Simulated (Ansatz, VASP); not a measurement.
# La (La(0001)) in two plane-wave programs, part 2 of 2

One calculation is typed for both programs; each brings its own data sets and cutoff. How far apart do they land?

VASP 6.6.1 and Ansatz 0.2.0.

So far: Starting point; VASP: single point, PBE.

### 3. Ansatz: single point, PBE

Level of this step: Ansatz beside VASP: Kohn-Sham DFT, plane waves, PBE (Ansatz).

Ansatz runs on its default PAW (the set named soft_2) files.

The same cell, functional, mesh and smearing now go to Ansatz, which takes its cutoff from its data sets.

File input.yaml:

```yaml
crystal:
  lattice:
    - [3.7830110689, 0.0, 0.0]
    - [1.8915055344, 3.2761836885, 0.0]
    - [0.0, 0.0, 36.2885365186]
  atoms:
    - { symbol: La, position: [0.66666667, 0.66666667, 0.2078369235] }
    - { symbol: La, position: [0.0, 0.0, 0.2883323187] }
    - { symbol: La, position: [0.66666667, 0.66666667, 0.3752198115] }
    - { symbol: La, position: [0.0, 0.0, 0.4575436363] }
    - { symbol: La, position: [0.66666667, 0.66666667, 0.5424563637] }
    - { symbol: La, position: [0.0, 0.0, 0.6247801885] }
    - { symbol: La, position: [0.66666667, 0.66666667, 0.7116676813] }
    - { symbol: La, position: [0.0, 0.0, 0.7921630765] }
hamiltonian:
  xc: pbe
  pseudopotentials: { kind: paw }
kpoints:
  mp_grid: { grid: [9, 9, 1] }
scf:
  occupations: { method: methfessel_paxton, width: 0.15 }
  n_extra_bands: 6
efield:
  axis: 3
  dipole_correction: true
  ramp_width: 0.04
output:
  forces: true
  eigenvalues: true
```

Started as:

```
$ ansatz run input.yaml --threads 4 --pin off --max-ram 9216MiB --backend cpu --events-out ev --progress --plain --runs-dir out
```

Numbers of over 12 decimals in the logs are rounded to 6 here.

The log of the run:

```text
scf.n_extra_bands = 6 over 44 filled bands (N_el = 88.0): the run solves 50 bands
Engine: ansatz 0.2.0, aarch64-unknown-linux-gnu
Pseudopotentials: kind: paw
Pseudopotential: La, paw, valence charge 11, recommended cutoff 420 eV (normal), La.paw.azcp
Functional definition: PBE
  parameter kappa = 0.804
  parameter beta = 0.066725
  exchange = pbe_x(kappa = kappa, mu = beta*pi^2/3)
  correlation = pbe_c(beta = beta)
Crystal: 8 atoms, lattice volume = 449.754 Å³
Basis set: ecut = 420 eV, 8821 PW (Γ), exchange–correlation on 54×54×486 points (8 copies of the dense FFT grid, shifted against one another)
Bands: 50, of which v1, the nominal top of the filled ones, is band 44 counted from 1 (43 counted from 0)
Symmetry: 6 space group operations
k-points: 12 of 81 (time reversal used)
Non-local potential: La, projectors of the file, l = 0: 3, l = 1: 2, l = 2: 2, l = 3: 3
PAW form: soft (Blöchl's): semilocal exchange-correlation on the pseudo side does not see the compensation charge
PAW one-centre angular grid: La, 590 points (default); XC on 64 Gauss nodes
Initial density: superposition of atomic densities (neutral atoms: chi_scale 0, normalization atom), corrected by the library's trained network
Initial wavefunctions: pseudopotential atomic-orbital guess
Functional: x = pbe(κ = 0.804, μ = 0.219515), c = pbe(β = 0.066725)
SCF iter   1: F=—  HF=-49999.516553 eV  |F-HF|=—  |Δ(HF+E_count)|=         —  Δρ=5.77e-3  dr2=1.18e1  ethr=1.77e-3  p=0.000 e·Å  D=2.62e-13 V/Å  ΔV_dip=-0.00 eV  dr2_dipole=8.53e-6  V_vac-E_F(+/−)=2.85/2.85 eV  ⟨swp⟩=7.6  Hψ=3453  notcnv=0
efield: sawtooth ramp at fractional position 0.9800 (placed from the atoms, in the widest stretch of the axis that holds none; the zero of the levels goes with the place), width 0.0400; the density the first Hamiltonian is built on has a dipole p = 0.000 e·Å; the dipole correction subtracts the counter field D = 2.62e-13 V/Å, which shifts the + side's vacuum level by -0.00 eV against the − side's; the planar-averaged density in the ramp window peaks in size at 1.2e-4 e/Å³
preconditioner: auto → LDOS  [metal: Δε(μ)=0.011 eV  Ē_g=11.669 eV  σ=0.150 eV  W_gap=0.06  n_scr=78 (ndim 8)  ℏωp=14.9 eV  f_vac=0.287  D(μ)=15.91/eV (n_scr^D=142)  β→1.0]
SCF iter   2: F=—  HF=-49999.420039 eV  |F-HF|=—  |Δ(HF+E_count)|=   9.65e-2  S|Δr|=    0.00e0  Δρ=1.71e-3  dr2=3.24e-2  ethr=1.77e-3  p=-0.000 e·Å  D=-1.33e-6 V/Å  ΔV_dip=0.00 eV  dr2_dipole=1.36e-6  V_vac-E_F(+/−)=3.05/3.05 eV  ⟨swp⟩=3.8  Hψ=802  notcnv=0  defer=1
SCF iter   3: F=—  HF=-49999.423389 eV  |F-HF|=—  |Δ(HF+E_count)|=   3.35e-3  S|Δr|=    0.00e0  Δρ=8.22e-4  dr2=2.99e-2  ethr=3.69e-5  p=-0.000 e·Å  D=-1.73e-6 V/Å  ΔV_dip=0.00 eV  dr2_dipole=2.86e-7  V_vac-E_F(+/−)=3.11/3.11 eV  ⟨swp⟩=2.8  Hψ=1163  notcnv=0  defer=3
SCF iter   4: F=—  HF=-49999.422872 eV  |F-HF|=—  |Δ(HF+E_count)|=   5.17e-4  S|Δr|=    0.00e0  Δρ=2.70e-4  dr2=2.05e-3  ethr=3.40e-5  p=-0.000 e·Å  D=-2.65e-6 V/Å  ΔV_dip=0.00 eV  dr2_dipole=1.27e-8  V_vac-E_F(+/−)=3.13/3.13 eV  ⟨swp⟩=2.2  Hψ=860  notcnv=0  defer=3
SCF iter   5: F=—  HF=-49999.422747 eV  |F-HF|=—  |Δ(HF+E_count)|=   1.25e-4  S|Δr|=    0.00e0  Δρ=8.99e-5  dr2=1.62e-4  ethr=2.33e-6  p=-0.000 e·Å  D=-1.24e-6 V/Å  ΔV_dip=0.00 eV  dr2_dipole=2.54e-10  V_vac-E_F(+/−)=3.14/3.14 eV  ⟨swp⟩=2.5  Hψ=1156  notcnv=0  defer=3
SCF iter   6: F=—  HF=-49999.422752 eV  |F-HF|=—  |Δ(HF+E_count)|=   5.49e-6  S|Δr|=    0.00e0  Δρ=3.57e-5  dr2=4.52e-5  ethr=1.85e-7  p=-0.000 e·Å  D=-4.75e-7 V/Å  ΔV_dip=0.00 eV  dr2_dipole=1.21e-10  V_vac-E_F(+/−)=3.15/3.15 eV  ⟨swp⟩=2.7  Hψ=997  notcnv=0  defer=3
SCF iter   7: F=—  HF=-49999.423149 eV  |F-HF|=—  |Δ(HF+E_count)|=   3.96e-4  S|Δr|=    0.00e0  Δρ=1.36e-5  dr2=5.36e-6  ethr=5.13e-8  p=-0.000 e·Å  D=-2.68e-7 V/Å  ΔV_dip=0.00 eV  dr2_dipole=1.83e-11  V_vac-E_F(+/−)=3.15/3.15 eV  ⟨swp⟩=2.3  Hψ=904  notcnv=0  defer=3
SCF iter   8: F=—  HF=-49999.423149 eV  |F-HF|=—  |Δ(HF+E_count)|=   2.42e-7  S|Δr|=    0.00e0  Δρ=7.48e-6  dr2=1.85e-6  ethr=6.09e-9  p=-0.000 e·Å  D=-1.66e-7 V/Å  ΔV_dip=0.00 eV  dr2_dipole=6.54e-11  V_vac-E_F(+/−)=3.15/3.15 eV  ⟨swp⟩=2.6  Hψ=993  notcnv=0  defer=3
SCF iter   9: F=-49999.423149 eV  HF=-49999.423149 eV  |F-HF|=2.66e-8  |Δ(HF+E_count)|=   1.52e-8  S|Δr|=    0.00e0  Δρ=2.09e-6  dr2=8.96e-8  ethr=1.14e-10  p=-0.000 e·Å  D=-7.71e-8 V/Å  ΔV_dip=0.00 eV  dr2_dipole=2.70e-13  V_vac-E_F(+/−)=3.15/3.15 eV  ⟨swp⟩=16.4  Hψ=3708  notcnv=0
SCF 1 converged in 9 iterations: F = -49999.423149 eV  dr2 = 8.96e-8
  greatest PAW one-centre occupation: 0.974 electrons in one spin orbital (limit 2), on the La atom at site 1 (counted from 0), in its partial waves of l = 0
SCF converged after 9 iterations
Stability not checked: this state was not tested for a lower state beside it, because cold or Methfessel-Paxton smearing, or corrected tetrahedra, fill the levels in a way that the test cannot read (fill_not_monotonic; see scf.lower_state_search)
Free energy (F): -49999.423149 eV
Harris-Foulkes:  -49999.423149 eV  (|F-HF|=2.66e-8)
Internal energy: -49999.433090 eV  (E = F + TS)
E sigma→0 (E₀):  -49999.425634 eV
Entropy (-TS):   0.009941 eV (1.243 meV/atom)
Fermi energy:    6.290977 eV
Dipole field:    D = 0.000000 V/Å  (p = 0.000001 e·Å, saw-weighted, corrected)
Work function:   Φ+ = 3.1515 eV   Φ− = 3.1516 eV
Levels:          The Fermi level and band energies are counted from a zero that moves with the ramp; work functions are not
--- Per-component energies (eV) ---
  E_band       = -781.259631
  E_kinetic    = 1539.211754
  E_local      = -40618.348886  (includes V_loc(G=0)·N_el)
  E_nonlocal   = 756.948730
  E_hartree    = 19609.510469
  E_xc         = -1111.255345
  E_vxc        = -1175.956268  (∫ρ·V_xc dr)
  E_paw        = -43326.381252  (= ΣΔE_a)
  E_vpaw       = -502.125800  (= ΣTr[D̂ρ^β])
  E_aug_tail   = -0.000001  (compensation charges beyond the density's cutoff)
  E_efield     = 0.000000  (sawtooth field / dipole correction)
  E_vefield    = 0.000000  (∫n·V_field dr)
  E_ewald      = 13150.881440
  E_smearing   = 0.009941  (= −TS)
  E_closure    = 0.000000  (closes the sum)
  Σ components = -49999.423149   (vs F -49999.423149, Δ=0.00e0)
--- Forces (eV/Å), atoms counted from 1 ---
  atom   1  La    -0.00000000    -0.00000000     0.01071279
  atom   2  La     0.00000000     0.00000000    -0.01544541
  atom   3  La    -0.00000000    -0.00000000    -0.00462377
  atom   4  La     0.00000000     0.00000000    -0.02092689
  atom   5  La    -0.00000000    -0.00000000     0.02092881
  atom   6  La     0.00000000     0.00000000     0.00462109
  atom   7  La     0.00000000    -0.00000000     0.01544700
  atom   8  La     0.00000000     0.00000000    -0.01071369
  max |Σ_I F_I| component: 6.16e-8 eV/Å
--- Band table (eV; the first three rows and the last of 12) ---
  k-point 0: bands = [... 40 lower, 6.5105, 6.5437, 6.9638, 7.1350, 7.1583, 7.3118, 7.3769, 7.4979, ... 2 higher]
  k-point 1: bands = [... 40 lower, 6.3656, 6.4420, 6.7368, 6.7440, 6.8446, 6.8728, 6.9507, 7.0917, ... 2 higher]
  k-point 2: bands = [... 40 lower, 6.0378, 6.1230, 6.2481, 6.4158, 6.4308, 6.5083, 6.5861, 6.6898, ... 2 higher]
  k-point 11: bands = [... 40 lower, 6.1832, 6.1832, 6.3012, 6.4887, 6.5483, 6.5526, 6.5526, 6.9714, ... 2 higher]
```

Elapsed: 11 s, on 4 threads of Arm Neoverse V1, shared host; peak memory 0.95 GiB.

In the SCF lines HF is the Harris–Foulkes energy and dr2 the Hartree energy of the density residual, in eV; the loop may stop once dr2 is under the threshold and the program's other checks hold. Hψ counts applications of the Hamiltonian.

### 4. Comparison

Known differences besides the potentials themselves: the cutoff is 420 eV in Ansatz and 320 eV in VASP (PREC = Normal). Total energies have different zeros and are not compared.

The two programs side by side:

| quantity | Ansatz | VASP | difference |
| --- | --- | --- | --- |
| work function, lower of the two faces (eV) | 3.15 | 3.15 | 0.00 |
| work function, higher of the two faces (eV) | 3.15 | 3.15 | 0.00 |

At this near-relaxed geometry the largest component of a force difference is 10 meV/Å. VASP's log warns that it found no field-free region in the vacuum, so its work functions are uncertain.

### 5. Summary of results

| Item | Value |
| --- | --- |
| difference in work function, lower of the two faces (single point, PBE) | -1.0e-3 eV |

The difference in work function, lower of the two faces is -1.0e-3 eV (single point, PBE). Such differences can come from data sets, numerical settings and the points named under the comparisons, not from the functional's error against experiment.

[Lines on the potential files, build, host, timing and source positions are cut from VASP's logs without a mark.]

[Logs are printed without paths, hosts, clocks, repeated set-up lines and the standing remarks that a program may print on its own settings, such as how far it seeks lower states.]

[Hosts, paths, dates, database ids (printed as entryN), source tags and the programs' standing remarks are cut or masked in the printed files.]
